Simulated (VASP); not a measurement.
Method: vdW-DF2, VASP's PBE PAW potentials (set 64) (plane waves; VASP).

A VASP calculation is set up with these files.

**INCAR**
```
LASPH = .TRUE.
AGGAC = 0.0
PREC = Accurate
ALGO = Normal   # blocked Davidson
LMAXMIX = 4
LCHARG = .FALSE.
SYSTEM = SrCl2
LREAL = .FALSE.
ENCUT = 520   # plane-wave cut-off (eV)
SIGMA = 0.05
ZAB_VDW = -1.8867
ISIF = 2
NELM = 100
LWAVE = .FALSE.
GGA = ML
EDIFF = 1E-7   # SCF stop (eV)
LUSE_VDW = .TRUE.
ISMEAR = 0   # Gaussian
```

File KPOINTS:
```
kpoints
0
gamma
6 6 6
```

### POSCAR
```
SrCl2
1.0
  0.0000000000   3.4791074756   3.4791074756
  3.4791074756   0.0000000000   3.4791074756
  3.4791074756   3.4791074756   0.0000000000
Sr Cl
1 2
Direct
  0.0000000000   0.0000000000   0.0000000000
  0.2500000000   0.2500000000   0.2500000000
  0.7500000000   0.7500000000   0.7500000000
```

POTCAR, in this order: Sr_sv Cl (PBE.64 set). Program: vasp_std.

Q: Estimate the energy per atom (σ→0), pressure, band gap (on the k-mesh).

A: 
```yaml
energy per atom (σ→0): -2.536 eV/atom
band gap (on the k-mesh): 5.09 eV
pressure: 26.0 kbar
```

### OSZICAR
```
...
DAV:   8    -0.760820669047E+01    0.15170E-01   -0.88193E-02   672   0.187E+00    0.414E-01
DAV:   9    -0.760744192239E+01    0.76477E-03   -0.53261E-03   712   0.442E-01    0.202E-01
DAV:  10    -0.760702185822E+01    0.42006E-03   -0.75147E-04   664   0.212E-01    0.648E-02
DAV:  11    -0.760698804418E+01    0.33814E-04   -0.15103E-04   672   0.909E-02    0.203E-02
DAV:  12    -0.760698900849E+01   -0.96431E-06   -0.41299E-06   752   0.129E-02    0.127E-02
DAV:  13    -0.760698952536E+01   -0.51686E-06   -0.13826E-06   688   0.107E-02    0.404E-03
DAV:  14    -0.760698954175E+01   -0.16397E-07   -0.84198E-08   536   0.260E-03
   1 F= -.76069895E+01 E0= -.76069895E+01  d E =-.949348E-17
```

The compound is SrCl2 in the fluorite structure. This cell is one point of a volume scan, at 0.94 of the reference volume.
